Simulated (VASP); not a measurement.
# NbTe (P-6m2) in VASP: further runs

The runs below take NbTe through single point, with PBE.

All numbers are computed with VASP 6.6.1; they aren't measurements. Logs are shortened: lines on timing, memory, paths and dates and some standing lists are left out, and cuts for length are marked.

### 1 The crystal as given

It takes space group P-6m2 (No. 187, hexagonal). The conventional cell has a = 3.703 Å, b = 3.703 Å, c = 3.694 Å, α = 90.00°, β = 90.00°, γ = 120.00°. Te (site symmetry -6m2) is surrounded by 6 Nb at 2.83 Å. Nb (site symmetry -6m2) is surrounded by 6 Te at 2.83 Å.

The cell comes from a database or a generator and needn't be the stable form of this composition.

### 2 Single point, PBE

The input, INCAR:

```
  PREC = Accurate
  ENCUT = 650
  EDIFF = 1E-7
  ISMEAR = 0
  SIGMA = 0.05
  LREAL = False
  LASPH = True
  NELM = 100
  ALGO = Normal
  ISIF = 2
  LWAVE = False
  LCHARG = False
  GGA = PE
  NBANDS = 16
  ADDGRID = False
```

The input, KPOINTS:

```
regular mesh
0
Gamma
  7 7 6
```

The input, POSCAR:

```
NbTe
1.0
    3.7029743866      0.0000000000      0.0000000000
   -1.8514871933      3.2068698884      0.0000000000
    0.0000000000      0.0000000000      3.6942110000
Te Nb
1 1
Direct
    0.6666666667      0.3333333333      0.0000000000
    0.0000000000      0.0000000000      0.5000000000
```

Potentials or basis: VASP PAW PBE potentials, release 64 (Te, Nb_pv).

The run is started by

```console
$ cat potpaw_PBE.64/Te/POTCAR potpaw_PBE.64/Nb_pv/POTCAR > POTCAR
$ mpirun -np 1 vasp_std > vasp.out
```

OUTCAR:

```text
PREC = Accurate
   ENCUT = 650
   EDIFF = 1E-7
   ISMEAR = 0
   LREAL = False
   LASPH = True
   NELM = 100
   ISIF = 2
   GGA = PE

 Found     32 irreducible k-points:

 Following reciprocal coordinates:
            Coordinates               Weight
  0.000000  0.000000  0.000000      1.000000
  0.142857 -0.000000  0.000000      6.000000
  0.285714 -0.000000  0.000000      6.000000
  0.428571  0.000000  0.000000      6.000000
  0.142857  0.142857  0.000000      6.000000
  0.285714  0.142857  0.000000     12.000000
   k-points           NKPTS =     32   k-points in BZ     NKDIM =     32   number of bands    NBANDS=     16
   number of dos      NEDOS =    301   number of ions     NIONS =      2
   total plane-waves  NPLWV =  32768
   dimension x,y,z NGX =    32 NGY =   32 NGZ =   32
   dimension x,y,z NGXF=    64 NGYF=   64 NGZF=   64
   ions per type =               1   1
   NGX,Y,Z   is equivalent  to a cutoff of  14.37, 14.37, 14.40 a.u.
   NGXF,Y,Z  is equivalent  to a cutoff of  28.73, 28.73, 28.80 a.u.
 SYSTEM =  unknown system
   PREC   = accura    normal or accurate (medium, high low for compatibility)
   ISTART =      0    job   : 0-new  1-cont  2-samecut
   ICHARG =      2    charge: 1-file 2-atom 10-const
   ISPIN  =      1    spin polarized calculation?
   LNONCOLLINEAR =      F non collinear calculations
   LSORBIT =      F    spin-orbit coupling
   LASPH  =      T    aspherical Exc in radial PAW
   ENCUT  =  650.0 eV  47.77 Ry    6.91 a.u.   7.70  7.70  7.68*2*pi/ulx,y,z
   NELM   =    100;   NELMIN=  2; NELMDL= -5     # of ELM steps
   EDIFF  = 0.1E-06   stopping-criterion for ELM
[... 18 lines left out ...]
     AMIX     =   0.40;   BMIX     =  1.00
     AMIX_MAG =   1.60;   BMIX_MAG =  1.00
  volume/ion in A,a.u.               =      21.93       148.02
  Fermi-wavevector in a.u.,A,eV,Ry     =   1.193548  2.255479 19.382272  1.424557
  Thomas-Fermi vector in A             =   2.329560
   LORBIT       =      0    0 simple, 1 ext, 2 COOP (PROOUT), +10 PAW based schemes
   GGA     = PE    functional components
[... 5 lines left out ...]
 non-spin polarized calculation
 Gauss-broadening in eV      SIGMA  =   0.05
  energy-cutoff  :      650.00
  volume of cell :       43.87
 maximum number of plane-waves:      1677
 NGX is ok and might be reduce to    32
   NGX = 15   NGY = 15   NGZ = 15

 number of electron      17.0000001 magnetization

 Free energy of the ion-electron system (eV)
  ---------------------------------------------------
  ext. energy  EPLUGINS =         0.00000000
  ---------------------------------------------------
  free energy    TOTEN  =       -13.51212961 eV

  energy without entropy =      -13.51039015  energy(sigma->0) =      -13.51125988

 E-fermi :   8.3825     XC(G=0): -11.2458

 val. band max:        8.3607850973   @ k =   0.2857  -0.0000   0.0000
 cond. band min:       8.4111530175   @ k =   0.2857  -0.0000   0.3333
 fundamental gap:      0.0503679202
 Fermi energy:         8.3825339489

 k-point     1 :       0.0000    0.0000    0.0000
  band No.  band energies     occupation
      1     -23.3674      2.00000
      2     -23.1648      2.00000
      3     -23.1648      2.00000
      4      -5.8115      2.00000
      5       5.2959      2.00000
      6       5.2959      2.00000
      7       5.4457      2.00000
      8       6.1278      2.00000
      9       8.5648      0.00000
     10       8.5648      0.00000
     11      10.9137      0.00000
     12      10.9137      0.00000
     13      11.3468      0.00000
     14      14.4309      0.00000
     15      15.5043      0.00000
     16      15.5043      0.00000

 k-point     2 :       0.1429   -0.0000    0.0000
  band No.  band energies     occupation
      1     -23.3632      2.00000
      2     -23.1900      2.00000
      3     -23.1708      2.00000
      4      -5.5662      2.00000
      5       4.3210      2.00000
      6       5.4176      2.00000
      7       5.6623      2.00000
      8       5.7696      2.00000
      9       8.5001      0.00089
     10       9.3025      0.00000
     11       9.8266      0.00000
     12      10.4834      0.00000
     13      12.4969      0.00000
     14      14.3482      0.00000
     15      16.4799      0.00000
     16      16.5202      0.00000

 k-point     3 :       0.2857   -0.0000    0.0000
  band No.  band energies     occupation
      1     -23.3539      2.00000
      2     -23.2462      2.00000
      3     -23.1841      2.00000
      4      -4.9246      2.00000
      5       2.7046      2.00000
      6       5.0211      2.00000
      7       5.6729      2.00000
      8       6.0003      2.00000
      9       8.3608      1.46154
     10       9.1570      0.00000
     11       9.9055      0.00000
     12      10.5723      0.00000
     13      12.7696      0.00000
     14      15.5239      0.00000
     15      17.0159      0.00000
     16      17.4136      0.00000

 k-point     4 :       0.4286    0.0000    0.0000
  band No.  band energies     occupation
      1     -23.3463      2.00000
      2     -23.2906      2.00000
      3     -23.1948      2.00000
      4      -4.2559      2.00000
      5       1.4467      2.00000
      6       4.6643      2.00000
      7       5.8449      2.00000
      8       5.8506      2.00000
      9       8.2547      1.99970
     10       9.6883      0.00000
     11       9.7208      0.00000
     12      11.4033      0.00000
     13      12.4243      0.00000
     14      14.4811      0.00000
     15      17.1694      0.00000
     16      18.8496      0.00000

 k-point     5 :       0.1429    0.1429    0.0000
  band No.  band energies     occupation
      1     -23.3565      2.00000
      2     -23.2272      2.00000
      3     -23.1839      2.00000
      4      -5.1199      2.00000
      5       3.2496      2.00000
      6       5.1846      2.00000
      7       5.2325      2.00000
      8       6.1991      2.00000
      9       8.3088      1.96298
     10       9.1448      0.00000
     11       9.9981      0.00000
     12      10.3485      0.00000
     13      13.3854      0.00000
     14      14.7885      0.00000
     15      16.9598      0.00000
     16      17.6275      0.00000

 k-point     6 :       0.2857    0.1429    0.0000
  band No.  band energies     occupation
      1     -23.3480      2.00000
      2     -23.2705      2.00000
      3     -23.2028      2.00000
      4      -4.4366      2.00000
      5       2.0342      2.00000
      6       4.6599      2.00000
      7       4.7886      2.00000
      8       6.7975      2.00000
      9       8.0256      2.00000
     10       8.8959      0.00000
     11       9.8932      0.00000
     12      11.5912      0.00000
     13      13.2853      0.00000
     14      15.6401      0.00000
     15      16.9973      0.00000
     16      17.3960      0.00000

 [... further k-points ...]

------------------------ aborting loop because EDIFF is reached ----------------------------------------

  FORCE on cell =-STRESS in cart. coord.  units (eV):
  Direction    XX          YY          ZZ          XY          YZ          ZX
  --------------------------------------------------------------------------------------
  -------------------------------------------------------------------------------------
  Total       -0.0730387     -0.0730387      0.1285304      0.0000000      0.0000000      0.0000000
  in kB       -2.6675324     -2.6675324      4.6942115      0.0000000      0.0000000      0.0000000
  external PRESSURE =      -0.2136178 kB  Pullay stress =       0.0000000 kB

 VOLUME and BASIS-vectors are now :
 -----------------------------------------------------------------------------
  energy-cutoff  :      650.00
  volume of cell :       43.87
      direct lattice vectors                 reciprocal lattice vectors
     3.702974387  0.000000000  0.000000000     0.270053178  0.155915275  0.000000000
    -1.851487193  3.206869888  0.000000000     0.000000000  0.311830550  0.000000000
     0.000000000  0.000000000  3.694211000     0.000000000  0.000000000  0.270693796

 POSITION                                       TOTAL-FORCE (eV/Angst)
 -----------------------------------------------------------------------------------
      1.85149      1.06896      0.00000        -0.000000      0.000000      0.000000
      0.00000      0.00000      1.84711         0.000000      0.000000      0.000000
 -----------------------------------------------------------------------------------
    total drift:                               -0.000000      0.000000      0.000000

  FREE ENERGIE OF THE ION-ELECTRON SYSTEM (eV)
  ---------------------------------------------------
  free  energy   TOTEN  =       -13.5121296067 eV

  energy  without entropy=      -13.5103901501  energy(sigma->0) =      -13.51125988
```

Wall time 23 s (1 thread of Intel Xeon Platinum 8488C (Sapphire Rapids), shared host); peak memory 0.19 GiB.

The run converged, but some of its settings lie outside the range that counts as converged, so its numbers aren't taken as properties of the crystal.

Results:

- Free energy: -13.5121 eV
- Pressure: 0.0 GPa
- Band gap on the k mesh: none (metal or under the smearing width)

### 3 Single point, PBE

INCAR: that of step 2 with these lines changed.

```diff
@@ -1,3 +1,3 @@
   PREC = Accurate
-  ENCUT = 650
+  ENCUT = 400
   EDIFF = 1E-7
```

The input, KPOINTS:

```
regular mesh
0
Gamma
  9 9 8
```

POSCAR is that of step 2.

Potentials or basis: VASP PAW PBE potentials, release 64 (Te, Nb_pv).

The run is started by

```console
$ cat potpaw_PBE.64/Te/POTCAR potpaw_PBE.64/Nb_pv/POTCAR > POTCAR
$ mpirun -np 1 vasp_std > vasp.out
```

Run time: 14 s. Hardware: 1 thread of Intel Xeon Platinum 8488C (Sapphire Rapids), shared host; peak memory 0.15 GiB.

These settings aren't checked as converged: the numbers below hold their error.

What came out:

* Free energy: -13.5126 eV
* Pressure: 0.0 GPa
* Band gap on the k mesh: none (metal or under the smearing width)

### 4 Single point, PBE

INCAR: that of step 3 with these lines changed.

```diff
@@ -1,3 +1,3 @@
   PREC = Accurate
-  ENCUT = 400
+  ENCUT = 340
   EDIFF = 1E-7
```

The input, KPOINTS:

```
regular mesh
0
Gamma
  10 10 9
```

POSCAR is that of step 3.

The run is started by

```console
$ cat potpaw_PBE.64/Te/POTCAR potpaw_PBE.64/Nb_pv/POTCAR > POTCAR
$ mpirun -np 1 vasp_std > vasp.out
```

Run time: 15 s. Hardware: 1 thread of Intel Xeon Platinum 8488C (Sapphire Rapids), shared host; peak memory 0.15 GiB.

The run converged, but some of its settings lie outside the range that counts as converged, so its numbers aren't taken as properties of the crystal.

What came out:

* Free energy: -13.5093 eV
* Pressure: -0.1 GPa
* Band gap on the k mesh: none (metal or under the smearing width)

### 5 Single point, PBE

INCAR: that of step 4 with these lines changed.

```diff
@@ -1,3 +1,3 @@
   PREC = Accurate
-  ENCUT = 340
+  ENCUT = 460
   EDIFF = 1E-7
```

The input, KPOINTS:

```
regular mesh
0
Gamma
  9 9 8
```

POSCAR is that of step 4.

The run is started by

```console
$ cat potpaw_PBE.64/Te/POTCAR potpaw_PBE.64/Nb_pv/POTCAR > POTCAR
$ mpirun -np 1 vasp_std > vasp.out
```

It took 28 s on 1 thread of Intel Xeon Platinum 8488C (Sapphire Rapids), shared host; peak memory 0.18 GiB.

These settings aren't checked as converged: the numbers below hold their error.

What came out:

```yaml
Free_energy: -13.5132 eV
Pressure: 0.0 GPa
Band_gap_on_the_k_mesh: none (metal or under the smearing width)
```

### 6 Single point, PBE

INCAR: that of step 5 with these lines changed.

```diff
@@ -1,3 +1,3 @@
   PREC = Accurate
-  ENCUT = 460
+  ENCUT = 400
   EDIFF = 1E-7
```

The input, KPOINTS:

```
regular mesh
0
Gamma
  10 10 9
```

POSCAR is that of step 5.

Potentials or basis: VASP PAW PBE potentials, release 64 (Te, Nb_pv).

The run is started by

```console
$ cat potpaw_PBE.64/Te/POTCAR potpaw_PBE.64/Nb_pv/POTCAR > POTCAR
$ mpirun -np 1 vasp_std > vasp.out
```

OUTCAR:

```text
PREC = Accurate
   ENCUT = 400
   EDIFF = 1E-7
   ISMEAR = 0
   LREAL = False
   LASPH = True
   NELM = 100
   ISIF = 2
   GGA = PE

 Found     70 irreducible k-points:

 Following reciprocal coordinates:
            Coordinates               Weight
  0.000000  0.000000  0.000000      1.000000
  0.100000 -0.000000  0.000000      6.000000
  0.200000 -0.000000  0.000000      6.000000
  0.300000  0.000000  0.000000      6.000000
  0.400000 -0.000000  0.000000      6.000000
  0.500000 -0.000000  0.000000      3.000000
   k-points           NKPTS =     70   k-points in BZ     NKDIM =     70   number of bands    NBANDS=     16
   number of dos      NEDOS =    301   number of ions     NIONS =      2
   total plane-waves  NPLWV =  13824
   dimension x,y,z NGX =    24 NGY =   24 NGZ =   24
   dimension x,y,z NGXF=    48 NGYF=   48 NGZF=   48
   ions per type =               1   1
   NGX,Y,Z   is equivalent  to a cutoff of  10.77, 10.77, 10.80 a.u.
   NGXF,Y,Z  is equivalent  to a cutoff of  21.55, 21.55, 21.60 a.u.
 SYSTEM =  unknown system
   PREC   = accura    normal or accurate (medium, high low for compatibility)
   ISTART =      0    job   : 0-new  1-cont  2-samecut
   ICHARG =      2    charge: 1-file 2-atom 10-const
   ISPIN  =      1    spin polarized calculation?
   LNONCOLLINEAR =      F non collinear calculations
   LSORBIT =      F    spin-orbit coupling
[... 56 lines left out ...]
 fundamental gap:      0.0333042882
 Fermi energy:         8.4148033981

 k-point     1 :       0.0000    0.0000    0.0000
  band No.  band energies     occupation
      1     -23.3664      2.00000
      2     -23.1726      2.00000
      3     -23.1726      2.00000
      4      -5.8094      2.00000
      5       5.2947      2.00000
      6       5.2947      2.00000
[... 91 lines left out ...]
      3     -23.2042      2.00000
      4      -4.1362      2.00000
      5       1.2539      2.00000
      6       4.6197      2.00000
[... 8 lines left out ...]
     15      17.2094      0.00000
     16      19.1749      0.00000

 [... further k-points ...]

------------------------ aborting loop because EDIFF is reached ----------------------------------------

  FORCE on cell =-STRESS in cart. coord.  units (eV):
  Direction    XX          YY          ZZ          XY          YZ          ZX
  --------------------------------------------------------------------------------------
  -------------------------------------------------------------------------------------
  Total       -0.0459585     -0.0459585      0.0782312     -0.0000000      0.0000000      0.0000000
  in kB       -1.6785041     -1.6785041      2.8571752     -0.0000000      0.0000000      0.0000000
  external PRESSURE =      -0.1666110 kB  Pullay stress =       0.0000000 kB

 VOLUME and BASIS-vectors are now :
 -----------------------------------------------------------------------------
  energy-cutoff  :      400.00
  volume of cell :       43.87
      direct lattice vectors                 reciprocal lattice vectors
     3.702974387  0.000000000  0.000000000     0.270053178  0.155915275  0.000000000
    -1.851487193  3.206869888  0.000000000     0.000000000  0.311830550  0.000000000
     0.000000000  0.000000000  3.694211000     0.000000000  0.000000000  0.270693796

 POSITION                                       TOTAL-FORCE (eV/Angst)
 -----------------------------------------------------------------------------------
      1.85149      1.06896      0.00000        -0.000000      0.000000      0.000000
      0.00000      0.00000      1.84711         0.000000      0.000000      0.000000
 -----------------------------------------------------------------------------------
    total drift:                               -0.000000      0.000000      0.000000

  FREE ENERGIE OF THE ION-ELECTRON SYSTEM (eV)
  ---------------------------------------------------
  free  energy   TOTEN  =       -13.5101752825 eV

  energy  without entropy=      -13.5082457306  energy(sigma->0) =      -13.50921051
```

OSZICAR:

```text
N       E                     dE             d eps       ncg     rms          rms(c)
DAV:   1     0.103454324667E+03    0.10345E+03   -0.68510E+03  2248   0.807E+02
DAV:   2    -0.919901521284E+01   -0.11265E+03   -0.10622E+03  2576   0.290E+02
DAV:   3    -0.137902649550E+02   -0.45912E+01   -0.44433E+01  3048   0.523E+01
DAV:   4    -0.139364281848E+02   -0.14616E+00   -0.14611E+00  2776   0.908E+00
DAV:   5    -0.139421618423E+02   -0.57337E-02   -0.57336E-02  3352   0.170E+00    0.153E+01
DAV:   6    -0.135434292707E+02    0.39873E+00   -0.79673E-01  3568   0.112E+01    0.618E+00
DAV:   7    -0.135146920791E+02    0.28737E-01   -0.62738E-02  2400   0.165E+00    0.291E+00
DAV:   8    -0.135104436621E+02    0.42484E-02   -0.16885E-02  3560   0.989E-01    0.269E-01
DAV:   9    -0.135101380020E+02    0.30566E-03   -0.90939E-04  2384   0.216E-01    0.135E-01
DAV:  10    -0.135101805801E+02   -0.42578E-04   -0.15352E-04  3616   0.125E-01    0.237E-02
DAV:  11    -0.135101766171E+02    0.39630E-05   -0.56898E-06  3352   0.271E-02    0.938E-03
DAV:  12    -0.135101754759E+02    0.11412E-05   -0.57979E-07  3472   0.750E-03    0.301E-03
DAV:  13    -0.135101753154E+02    0.16048E-06   -0.46462E-08  1760   0.260E-03    0.715E-04
DAV:  14    -0.135101752825E+02    0.32870E-07   -0.11997E-08  1472   0.140E-03
   1 F= -.13510175E+02 E0= -.13509211E+02  d E =-.192955E-02
```

Run time: 16 s. Hardware: 1 thread of Intel Xeon Platinum 8488C (Sapphire Rapids), shared host; peak memory 0.16 GiB.

These settings aren't checked as converged: the numbers below hold their error.

What came out:

```
Free energy            : -13.5102 eV
Pressure               : 0.0 GPa
Band gap on the k mesh : none (metal or under the smearing width)
```

### 7 The reference run

An earlier run on the cell as given: functional PBE; potentials or basis VASP PAW PBE potentials, release 64 (Te, Nb_sv); cutoff 520 eV; k mesh 8 × 8 × 7; occupations fermi-dirac, width 0.05 eV; no spin polarisation.

- Pressure: -0.8 GPa
- Band gap on the k mesh: none (metal or under the smearing width)
